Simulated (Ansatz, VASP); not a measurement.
**Li2WO3 in VASP and in Ansatz**

File INCAR:

```
SYSTEM = Li2WO3
PREC     = Accurate       ! precision mode
ENCUT    = 520            ! plane-wave cutoff, eV
EDIFF    = 1E-6           ! SCF threshold, eV
ISMEAR   = 0              ! smearing method
SIGMA    = 0.2            ! smearing width, eV
LREAL    = .False.        ! projectors in reciprocal space
LASPH    = .True.         ! aspherical terms in the spheres
NELM     = 100            ! most SCF steps
ALGO     = Normal         ! electronic algorithm
ISIF     = 2              ! what is computed and relaxed
LWAVE    = .False.        ! write WAVECAR
LCHARG   = .True.         ! write CHGCAR
GGA      = PE             ! functional
LELF     = .True.         ! ELF
LVHAR    = .True.       
NBANDS   = 50             ! bands
```

Contents of KPOINTS:

```
regular mesh
0
Gamma
  8 4 4
  0 0 0
```

POSCAR

```
Li2WO3
1.0
    0.0000000000      0.0000000000      2.6100293890
    4.7955335179      0.0000000000      0.0000000000
    0.0000000000      8.3061077024      0.0000000000
Li W O
4 2 6
Direct
    0.0000000000      1.0000000000      0.3333333333
    1.0000000000      0.5000000000      0.8333333333
    0.0000000000      0.5000000000      0.1666666667
    0.0000000000      0.0000000000      0.6666666667
    1.0000000000      0.5000000000      0.5000000000
    0.0000000000      0.0000000000      1.0000000000
    0.5000000000      0.5000000000      0.0000000000
    0.5000000000      0.0000000000      0.5000000000
    0.5000000000      0.7500000000      0.2500000000
    0.5000000000      0.2500000000      0.7500000000
    0.5000000000      0.2500000000      0.2500000000
    0.5000000000      0.7500000000      0.7500000000
```

Input for Ansatz:

```yaml
crystal:
  lattice:
    - [0.0, 0.0, 2.610029389]
    - [4.7955335179, 0.0, 0.0]
    - [0.0, 8.3061077024, 0.0]
  atoms:
    - { symbol: Li, position: [0.0, 1.0, 0.3333333333] }
    - { symbol: Li, position: [1.0, 0.5, 0.8333333333] }
    - { symbol: Li, position: [0.0, 0.5, 0.1666666667] }
    - { symbol: Li, position: [0.0, 0.0, 0.6666666667] }
    - { symbol: W, position: [1.0, 0.5, 0.5] }
    - { symbol: W, position: [0.0, 0.0, 1.0] }
    - { symbol: O, position: [0.5, 0.5, 0.0] }
    - { symbol: O, position: [0.5, 0.0, 0.5] }
    - { symbol: O, position: [0.5, 0.75, 0.25] }
    - { symbol: O, position: [0.5, 0.25, 0.75] }
    - { symbol: O, position: [0.5, 0.25, 0.25] }
    - { symbol: O, position: [0.5, 0.75, 0.75] }
basis:
  ecutwfc: 420
kpoints:
  mp_grid: { grid: [8, 4, 4] }
hamiltonian:
  xc: pbe
scf:
  occupations: { method: gaussian, width: 0.2 }
  lower_state_search: "off"
output:
  forces: true
  stress: true
  eigenvalues: true
```

Alike in both runs: task single point; functional PBE; k mesh 8 × 4 × 4; occupations gaussian, width 0.2 eV; no spin polarisation.

```csv
,VASP,Ansatz
version,VASP 6.6.1,Ansatz 0.2.0
potentials or method,"VASP PAW PBE potentials, release 64 (Li_sv, W_sv, O)","scalar-relativistic, plane waves, PAW"
plane-wave cutoff (eV),520,420
valence electrons in the cell,76,76
```

|  | VASP | Ansatz | Ansatz less VASP |
| --- | --- | --- | --- |
| gap on the k mesh at the Fermi level (eV) | none | none | - |
| rms of the force components (eV/Å) | 0.007 | 0.007 | +0.0001 |

Atom by atom the forces differ by 0.000 eV/Å (rms over components). A gap of «none» marks a metal or a gap that the smearing closes. With one functional, cell and mesh, what is left measures potentials, basis and numerics.

 The runs have no spin-orbit coupling, so splittings on W are missing.
